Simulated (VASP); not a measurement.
These are r2SCAN meta-GGA, VASP's PBE PAW potentials (set 64) (plane waves; VASP) values and carry that method's errors.

VASP ran on this input.

INCAR:
```
! general
SYSTEM  = Mg4Te3S
PREC    = Accurate
ENCUT   = 400
LREAL   = .FALSE.
LASPH   = .TRUE.

! electronic loop
EDIFF   = 1E-6
NELM    = 100
ALGO    = Normal
LMAXMIX = 4
LMIXTAU = .TRUE.

! smearing
ISMEAR  = 0
SIGMA   = 0.05

! functional
METAGGA = R2SCAN

! ions
IBRION  = 2
NSW     = 60
ISIF    = 3
EDIFFG  = -0.02

! output
LWAVE   = .FALSE.
LCHARG  = .FALSE.
```

File KPOINTS:
```
Automatic mesh
0
Gamma
5 3 4
0 0 0
```

### POSCAR
```
Mg4Te3S
1.0
  4.4264361302   0.0000000000   0.0000000000
  0.0000000000   8.9211250391   0.0000000000
  0.0000000000   0.0000000000   6.1334950877
Mg Te S
4 3 1
Cartesian
  0.0000000000   2.4541663802   6.0161698461
  0.0000000000   6.4669586589   6.0161698461
  2.2132180651   0.0000000000   2.9877529990
  2.2132180651   4.4605625195   3.3466125790
  2.2132180651   2.3533935231   1.5403366204
  2.2132180651   6.5677315160   1.5403366204
  0.0000000000   0.0000000000   4.6517875980
  0.0000000000   4.4605625195   4.5683093295
```

POTCAR, in this order: Mg Te S (PBE.64 set). Program: vasp_std.

Output of the run:

**OUTCAR**
```
 ion  position               nearest neighbor table
   1  0.000  0.275  0.981-   8 2.47   5 2.77   5 2.77   7 2.81
   2  0.000  0.725  0.981-   8 2.47   6 2.77   6 2.77   7 2.81
   3  0.500  0.000  0.487-   5 2.76   6 2.76   7 2.77   7 2.77
   4  0.500  0.500  0.546-   8 2.53   8 2.53   5 2.78   6 2.78
   5  0.500  0.264  0.251-   3 2.76   1 2.77   1 2.77   4 2.78
   6  0.500  0.736  0.251-   3 2.76   2 2.77   2 2.77   4 2.78
   7  0.000  0.000  0.758-   3 2.77   3 2.77   1 2.81   2 2.81
   8  0.000  0.500  0.745-   1 2.47   2 2.47   4 2.53   4 2.53
  LATTYP: Found a simple orthorhombic cell.
 ALAT       =     4.4264361302
 B/A-ratio  =     1.3856508729
 C/A-ratio  =     2.0154193524
 Subroutine PRICEL returns:
 Original cell was already a primitive cell.
 Subroutine GETGRP returns: Found  4 space group operations
The static configuration has the point symmetry C_2v.
The dynamic configuration has the point symmetry C_2v.
 Subroutine INISYM returns: Found  4 space group operations
 Subroutine IBZKPT returns following result:
 Found     18 irreducible k-points:

 Following reciprocal coordinates:
            Coordinates               Weight
  0.000000  0.000000  0.000000      1.000000
  0.200000  0.000000  0.000000      2.000000
  0.400000  0.000000  0.000000      2.000000
  0.000000  0.333333  0.000000      2.000000
  0.200000  0.333333  0.000000      4.000000
  0.400000  0.333333  0.000000      4.000000
  0.000000  0.000000  0.250000      2.000000
  0.200000  0.000000  0.250000      4.000000
  0.400000  0.000000  0.250000      4.000000
  0.000000  0.333333  0.250000      4.000000
  0.200000  0.333333  0.250000      8.000000
  0.400000  0.333333  0.250000      8.000000
  0.000000  0.000000  0.500000      1.000000
  0.200000  0.000000  0.500000      2.000000
  0.400000  0.000000  0.500000      2.000000
  0.000000  0.333333  0.500000      2.000000
  0.200000  0.333333  0.500000      4.000000
  0.400000  0.333333  0.500000      4.000000
   k-points           NKPTS =     18   k-points in BZ     NKDIM =     18   number of bands    NBANDS=     21
   number of dos      NEDOS =    301   number of ions     NIONS =      8
   total plane-waves  NPLWV =  72000
   dimension x,y,z NGX =    30 NGY =   60 NGZ =   40
   dimension x,y,z NGXF=    60 NGYF=  120 NGZF=   80
   ions per type =               4   3   1
   PREC   = accura    normal or accurate (medium, high low for compatibility)
   ISTART =      0    job   : 0-new  1-cont  2-samecut
   ICHARG =      2    charge: 1-file 2-atom 10-const
   ISPIN  =      1    spin polarized calculation?
   LNONCOLLINEAR =      F non collinear calculations
   LSORBIT =      F    spin-orbit coupling
   INIWAV =      1    electr: 0-lowe 1-rand  2-diag
   ENCUT  =  400.0 eV  29.40 Ry    5.42 a.u.   7.22 14.55 10.00*2*pi/ulx,y,z
   NELM   =    100;   NELMIN=  2; NELMDL= -5     # of ELM steps
   EDIFF  = 0.1E-05   stopping-criterion for ELM
   LREAL  =      F    real-space projection
   NLSPLINE    = F    spline interpolate recip. space projectors
   LMAXMIX     =    4 max onsite mixed and CHGCAR
   VOSKOWN=      0    Vosko Wilk Nusair interpolation
   EDIFFG = -.2E-01   stopping-criterion for IOM
   NSW    =     60    number of steps for IOM
   NBLOCK =      1;   KBLOCK =     60    inner block; outer block
   IBRION =      2    ionic relax: 0-MD 1-quasi-New 2-CG
   NFREE  =      1    steps in history (QN), initial steepest desc. (CG)
   ISIF   =      3    stress and relaxation
   ISYM   =      2    0-nonsym 1-usesym 2-fastsym
   TEIN   =    0.0    initial temperature
   TEBEG  =    0.0;   TEEND  =   0.0 temperature during run
   SMASS  =  -3.00    Nose mass-parameter (am)
   PSTRESS=    0.0 pullay stress
   NELECT =      32.0000    total number of electrons
   EFERMI =   0.00;   METHOD = LEGACY
...
```

**OSZICAR**
```
       N       E                     dE             d eps       ncg     rms          rms(c)
DAV:   1     0.343628847003E+02    0.34363E+02   -0.97654E+03   756   0.985E+02
DAV:   2    -0.103969787618E+03   -0.13833E+03   -0.13249E+03  1054   0.159E+02
DAV:   3    -0.115180023028E+03   -0.11210E+02   -0.11171E+02   931   0.510E+01
DAV:   4    -0.115410816750E+03   -0.23079E+00   -0.23060E+00   914   0.900E+00
DAV:   5    -0.115417247532E+03   -0.64308E-02   -0.64303E-02   978   0.155E+00    0.716E+00
DAV:   6    -0.112859035549E+03    0.25582E+01   -0.34009E+00   826   0.839E+00    0.695E+00
DAV:   7    -0.109944887908E+03    0.29141E+01   -0.44808E-01   786   0.515E+00    0.418E+00
DAV:   8    -0.110861267290E+03   -0.91638E+00   -0.12697E+00   831   0.653E+00    0.114E+00
DAV:   9    -0.110512552019E+03    0.34872E+00   -0.40462E-02   876   0.124E+00    0.911E-01
DAV:  10    -0.110356579842E+03    0.15597E+00   -0.29897E-02   861   0.115E+00    0.497E-01
DAV:  11    -0.110203656774E+03    0.15292E+00   -0.10326E-01   766   0.246E+00    0.139E-01
DAV:  12    -0.110225612314E+03   -0.21956E-01   -0.21890E-02   801   0.130E+00    0.148E-01
DAV:  13    -0.110224376326E+03    0.12360E-02   -0.23656E-03   921   0.364E-01    0.120E-01
DAV:  14    -0.110225885348E+03   -0.15090E-02   -0.23737E-03   846   0.360E-01    0.707E-02
DAV:  15    -0.110226055466E+03   -0.17012E-03   -0.13100E-03   791   0.308E-01    0.461E-02
DAV:  16    -0.110226100268E+03   -0.44802E-04   -0.17629E-04   921   0.861E-02    0.399E-02
DAV:  17    -0.110226117592E+03   -0.17325E-04   -0.67750E-06   876   0.264E-02    0.280E-02
DAV:  18    -0.110226119838E+03   -0.22457E-05   -0.22364E-05   897   0.341E-02    0.148E-02
DAV:  19    -0.110226130981E+03   -0.11143E-04   -0.25213E-05   801   0.481E-02    0.133E-02
DAV:  20    -0.110226133825E+03   -0.28436E-05   -0.94053E-06   856   0.224E-02    0.156E-02
DAV:  21    -0.110226133547E+03    0.27781E-06   -0.20970E-06   770   0.118E-02
   1 F= -.11022613E+03 E0= -.11022613E+03  d E =-.110226E+03
       N       E                     dE             d eps       ncg     rms          rms(c)
DAV:   1    -0.110233025894E+03   -0.68921E-02   -0.12629E-01   876   0.160E+00    0.491E-01
DAV:   2    -0.110229238861E+03    0.37870E-02   -0.88981E-03   836   0.459E-01    0.246E-01
DAV:   3    -0.110228296266E+03    0.94260E-03   -0.50215E-03   846   0.296E-01    0.129E-01
DAV:   4    -0.110228332442E+03   -0.36177E-04   -0.21818E-04   871   0.943E-02    0.968E-02
DAV:   5    -0.110228325718E+03    0.67242E-05   -0.16339E-04   791   0.100E-01    0.522E-02
DAV:   6    -0.110228331215E+03   -0.54965E-05   -0.17178E-04   781   0.103E-01    0.310E-02
DAV:   7    -0.110228331338E+03   -0.12285E-06   -0.11296E-04   776   0.886E-02    0.305E-02
DAV:   8    -0.110228315054E+03    0.16283E-04   -0.76317E-05   776   0.755E-02    0.172E-02
DAV:   9    -0.110228344665E+03   -0.29610E-04   -0.29528E-05   786   0.480E-02    0.412E-03
DAV:  10    -0.110228344761E+03   -0.95830E-07   -0.13645E-06   583   0.108E-02
   2 F= -.11022834E+03 E0= -.11022834E+03  d E =-.221121E-02
       N       E                     dE             d eps       ncg     rms          rms(c)
DAV:   1    -0.110228345431E+03   -0.76668E-06   -0.17234E-06   561   0.932E-03    0.136E-03
DAV:   2    -0.110228345582E+03   -0.15074E-06   -0.64975E-07   443   0.655E-03
   3 F= -.11022835E+03 E0= -.11022835E+03  d E =-.221204E-02
       N       E                     dE             d eps       ncg     rms          rms(c)
DAV:   1    -0.110228792227E+03   -0.44680E-03   -0.21079E-02   786   0.696E-01    0.825E-02
DAV:   2    -0.110228875916E+03   -0.83689E-04   -0.10910E-03   911   0.176E-01    0.319E-02
DAV:   3    -0.110228873102E+03    0.28137E-05   -0.27288E-05   896   0.392E-02    0.281E-02
DAV:   4    -0.110228864666E+03    0.84361E-05   -0.39610E-05   861   0.373E-02    0.866E-03
DAV:   5    -0.110228865862E+03   -0.11958E-05   -0.11764E-05   781   0.291E-02    0.356E-03
DAV:   6    -0.110228868643E+03   -0.27809E-05   -0.69246E-06   781   0.202E-02    0.495E-03
DAV:   7    -0.110228869465E+03   -0.82206E-06   -0.43860E-07   513   0.540E-03
   4 F= -.11022887E+03 E0= -.11022887E+03  d E =-.523883E-03
       N       E                     dE             d eps       ncg     rms          rms(c)
DAV:   1    -0.110228956215E+03   -0.87573E-04   -0.19003E-01   771   0.209E+00    0.242E-01
DAV:   2    -0.110229705175E+03   -0.74896E-03   -0.99189E-03   916   0.528E-01    0.960E-02
DAV:   3    -0.110229680241E+03    0.24933E-04   -0.24667E-04   901   0.118E-01    0.845E-02
DAV:   4    -0.110229603072E+03    0.77169E-04   -0.34472E-04   866   0.110E-01    0.268E-02
DAV:   5    -0.110229610711E+03   -0.76397E-05   -0.10288E-04   776   0.849E-02    0.108E-02
DAV:   6    -0.110229633372E+03   -0.22661E-04   -0.65850E-05   786   0.619E-02    0.151E-02
DAV:   7    -0.110229639493E+03   -0.61208E-05   -0.20683E-06   882   0.110E-02    0.141E-02
DAV:   8    -0.110229641090E+03   -0.15973E-05   -0.17379E-06   723   0.980E-03    0.314E-03
DAV:   9    -0.110229642517E+03   -0.14270E-05   -0.22699E-06   728   0.109E-02    0.677E-03
DAV:  10    -0.110229642578E+03   -0.60795E-07   -0.48923E-07   423   0.434E-03
   5 F= -.11022964E+03 E0= -.11022964E+03  d E =-.129700E-02
       N       E                     dE             d eps       ncg     rms          rms(c)
DAV:   1    -0.110229639843E+03    0.26745E-05   -0.37816E-03   791   0.295E-01    0.288E-02
DAV:   2    -0.110229654211E+03   -0.14368E-04   -0.19403E-04   911   0.742E-02    0.183E-02
DAV:   3    -0.110229654268E+03   -0.57456E-07   -0.43386E-06   901   0.156E-02
   6 F= -.11022965E+03 E0= -.11022965E+03  d E =-.130869E-02
       N       E                     dE             d eps       ncg     rms          rms(c)
DAV:   1    -0.110230068094E+03   -0.41388E-03   -0.16004E-02   806   0.619E-01    0.838E-02
DAV:   2    -0.110230014025E+03    0.54070E-04   -0.36679E-04   906   0.116E-01    0.375E-02
DAV:   3    -0.110229984674E+03    0.29351E-04   -0.44778E-05   907   0.398E-02    0.213E-02
DAV:   4    -0.110229983238E+03    0.14366E-05   -0.42024E-05   846   0.391E-02    0.610E-03
DAV:   5    -0.110229979817E+03    0.34204E-05   -0.96134E-06   821   0.281E-02    0.355E-03
DAV:   6    -0.110229982135E+03   -0.23176E-05   -0.10731E-05   781   0.258E-02    0.363E-03
DAV:   7    -0.110229982813E+03   -0.67798E-06   -0.30322E-07   518   0.436E-03
   7 F= -.11022998E+03 E0= -.11022998E+03  d E =-.328545E-03
       N       E                     dE             d eps       ncg     rms          rms(c)
DAV:   1    -0.110230153622E+03   -0.17149E-03   -0.13778E-02   796   0.574E-01    0.765E-02
DAV:   2    -0.110230115268E+03    0.38355E-04   -0.31097E-04   906   0.106E-01    0.339E-02
DAV:   3    -0.110230086604E+03    0.28664E-04   -0.33799E-05   899   0.350E-02    0.197E-02
DAV:   4    -0.110230085875E+03    0.72902E-06   -0.41064E-05   836   0.397E-02    0.564E-03
DAV:   5    -0.110230081981E+03    0.38939E-05   -0.10444E-05   831   0.297E-02    0.342E-03
DAV:   6    -0.110230084907E+03   -0.29255E-05   -0.98154E-06   781   0.243E-02    0.327E-03
DAV:   7    -0.110230085584E+03   -0.67708E-06   -0.41058E-07   528   0.522E-03
   8 F= -.11023009E+03 E0= -.11023009E+03  d E =-.431316E-03
```

File OUTCAR:
```
------------------------ aborting loop because EDIFF is reached ----------------------------------------
  FORCE on cell =-STRESS in cart. coord.  units (eV):
  Direction    XX          YY          ZZ          XY          YZ          ZX
  --------------------------------------------------------------------------------------
  Total       -0.0065747     -0.0264117     -0.0274065      0.0000000      0.0000000      0.0000000
  in kB       -0.0431222     -0.1732303     -0.1797551      0.0000000      0.0000000      0.0000000
  external PRESSURE =      -0.1320359 kB  Pullay stress =       0.0000000 kB
  volume of cell :      244.28
      direct lattice vectors                 reciprocal lattice vectors
     4.426163594  0.000000000  0.000000000     0.225929290  0.000000000  0.000000000
     0.000000000  8.909337102  0.000000000     0.000000000  0.112241796  0.000000000
     0.000000000  0.000000000  6.194556249     0.000000000  0.000000000  0.161432064
 POSITION                                       TOTAL-FORCE (eV/Angst)
 -----------------------------------------------------------------------------------
      0.00000      2.44207      6.08163        -0.000000     -0.004400     -0.007371
      0.00000      6.46727      6.08163         0.000000      0.004400     -0.007371
      2.21308      0.00000      3.01132        -0.000000      0.000000     -0.008320
      2.21308      4.45467      3.37905        -0.000000      0.000000      0.012079
      2.21308      2.35057      1.55399        -0.000000      0.011190      0.005970
      2.21308      6.55877      1.55399        -0.000000     -0.011190      0.005970
      4.42616      0.00000      4.67782        -0.000000      0.000000     -0.000245
      4.42616      4.45467      4.63335        -0.000000      0.000000     -0.000712
 -----------------------------------------------------------------------------------
    total drift:                                0.000000     -0.000000      0.004004
  FREE ENERGIE OF THE ION-ELECTRON SYSTEM (eV)
  ---------------------------------------------------
  free  energy   TOTEN  =      -110.2300855838 eV

  energy  without entropy=     -110.2300855838  energy(sigma->0) =     -110.23008558

 reached required accuracy - stopping structural energy minimisation
```
(Selected blocks of OUTCAR.)

### CONTCAR
```
Mg4Te3S
   1.00000000000000
     4.4261635935248238    0.0000000000000000    0.0000000000000000
     0.0000000000000000    8.9093371020022385    0.0000000000000000
     0.0000000000000000    0.0000000000000000    6.1945562486658359
  Mg              Te              S
     4     3     1
Direct
     0.0000000000000000    0.2741018237139827    0.9817705028921133
     0.0000000000000000    0.7258981762860173    0.9817705028921133
     0.5000000000000000    0.0000000000000000    0.4861237350440623
     0.5000000000000000    0.5000000000000000    0.5454869702940071
     0.5000000000000000    0.2638321812019366    0.2508631585458476
     0.5000000000000000    0.7361678187980635    0.2508631585458476
     1.0000000000000000    0.0000000000000000    0.7551508167185614
     1.0000000000000000    0.5000000000000000    0.7479711550674405
```

### OUTCAR
```
 val. band max:        1.9909140514   @ k =   0.0000   0.3333   0.0000

 cond. band min:       4.3781474740   @ k =   0.0000   0.0000   0.0000


 Fermi energy:         2.2167921476

 k-point     1 :       0.0000    0.0000    0.0000
  band No.  band energies     occupation
      1     -10.4564      2.00000
      2      -8.5808      2.00000
      3      -8.1175      2.00000
      4      -7.9057      2.00000
      5      -1.5167      2.00000
      6      -1.2841      2.00000
      7      -0.8624      2.00000
      8      -0.3676      2.00000
      9      -0.0885      2.00000
     10       0.0797      2.00000
     11       0.2824      2.00000
     12       1.0692      2.00000
     13       1.5675      2.00000
     14       1.5822      2.00000
     15       1.6880      2.00000
     16       1.9313      2.00000
     17       4.3781      0.00000
     18       5.2909      0.00000
     19       5.9595      0.00000
     20       6.8082      0.00000
     21       6.9476      0.00000

 k-point     2 :       0.2000    0.0000    0.0000
  band No.  band energies     occupation
      1     -10.4043      2.00000
      2      -8.4585      2.00000
      3      -8.0255      2.00000
      4      -7.8760      2.00000
      5      -1.3521      2.00000
      6      -1.3103      2.00000
      7      -1.0949      2.00000
      8      -0.5938      2.00000
      9       0.0141      2.00000
     10       0.1857      2.00000
     11       0.3883      2.00000
     12       0.4150      2.00000
     13       0.9424      2.00000
     14       0.9694      2.00000
     15       1.3275      2.00000
     16       1.6805      2.00000
     17       5.0949      0.00000
     18       5.9627      0.00000
     19       6.1632      0.00000
     20       6.6043      0.00000
     21       7.0787      0.00000

 k-point     3 :       0.4000    0.0000    0.0000
  band No.  band energies     occupation
      1     -10.3166      2.00000
      2      -8.1957      2.00000
      3      -7.8794      2.00000
...
```

Unless said otherwise, spin-orbit coupling is left out, though it shifts the bands of the heavy elements here.

The structure comes from a computed database's Mg4Te3S entry (Pmm2); how it stands against other phases isn't given here. This run relaxes it. Symmetry was kept, so distortions that lower it aren't found. The start is the result of an earlier pass.
